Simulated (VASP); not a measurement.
A run of VASP 6.6.1 is set up as follows.

The input INCAR:

```
  PREC = Normal
  ENCUT = 520
  EDIFF = 1E-5
  ISMEAR = 0
  SIGMA = 0.05
  LREAL = Auto
  LASPH = T
  NELM = 80
  ALGO = Fast
  ISIF = 2
  LWAVE = F
  LCHARG = F
  GGA = PE
  NBANDS = 46
```

KPOINTS

```
Automatic mesh
0
Gamma
  3 3 3
```

Contents of POSCAR:

```
Al2GaP3
1.0
    3.3721900000     -5.8399800000      0.0000000000
    3.3721900000      5.8399800000      0.0000000000
   -2.2492850000      0.0000000000      6.3580130000
Al Ga P
4 2 6
Direct
    0.4167190000      0.5834120000      0.9999560000
    0.7497190000      0.2497900000      0.9999610000
    0.5834120000      0.4167190000      0.4999560000
    0.2497900000      0.7497190000      0.4999610000
    0.0830920000      0.9166510000      0.9999700000
    0.9166510000      0.0830920000      0.4999700000
    0.7073170000      0.5406610000      0.8745890000
    0.0417420000      0.2091070000      0.8755180000
    0.3754330000      0.8748260000      0.8745570000
    0.5406610000      0.7073170000      0.3745890000
    0.2091070000      0.0417420000      0.3755180000
    0.8748260000      0.3754330000      0.3745570000
```

Potentials or basis: VASP PAW PBE potentials, release 64 (Al, Ga_d, P).

Launch:

```sh
$ cat potpaw_PBE.64/Al/POTCAR potpaw_PBE.64/Ga_d/POTCAR potpaw_PBE.64/P/POTCAR > POTCAR
$ mpirun -np 1 vasp_std > vasp.out
```

(1) What does it give for the band gap on the k mesh?

(2) What does it give for the pressure?

(3) What does it give for the largest force?

## Answers

(1) 1.92 eV, indirect (least direct gap 2.06 eV).

(2) -0.2 GPa.

(3) 0.021 eV/Å.

Caveat: an odd mesh through Γ misses points on the zone boundary, where band edges often lie.
